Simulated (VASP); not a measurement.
MnF$_{2}$ (rutile) relaxed at rising pressure, in one space group throughout; other phases were not tried. The pressures are those reached. These are PBEsol GGA, VASP's PBE PAW potentials (set 64) (plane waves; VASP 6.6.1) values and carry that method's errors.

```json
[
 {"P (GPa)": "0.01", "V (Å³/atom)": "12.838", "k-mesh": "5×5×7"},
 {"P (GPa)": "5.08", "V (Å³/atom)": "12.241", "k-mesh": "5×5×7"},
 {"P (GPa)": "10.06", "V (Å³/atom)": "11.777", "k-mesh": "5×5×7"},
 {"P (GPa)": "19.83", "V (Å³/atom)": "11.062", "k-mesh": "5×5×7"},
 {"P (GPa)": "30.02", "V (Å³/atom)": "10.492", "k-mesh": "5×5×7"}
]
```

Fit an equation of state and predict the volume at 45.09 GPa.

Least squares on the third-order Birch-Murnaghan form, P = (3B0/2)(y⁷ − y⁵)[1 + (3/4)(B′ − 4)(y² − 1)] with y = (V0/V)^(1/3), gives V0 = 12.837 Å³/atom, B0 = 97 GPa and B′ = 4.2, and so 9.849 Å³/atom. The run gave 9.832 Å³/atom, -0.2 % from the fit.

Pressures at which the relaxation failed are left out.

The compound is MnF2 in the rutile structure. The spin order is the one that the start imposed; others were not tried in this run.
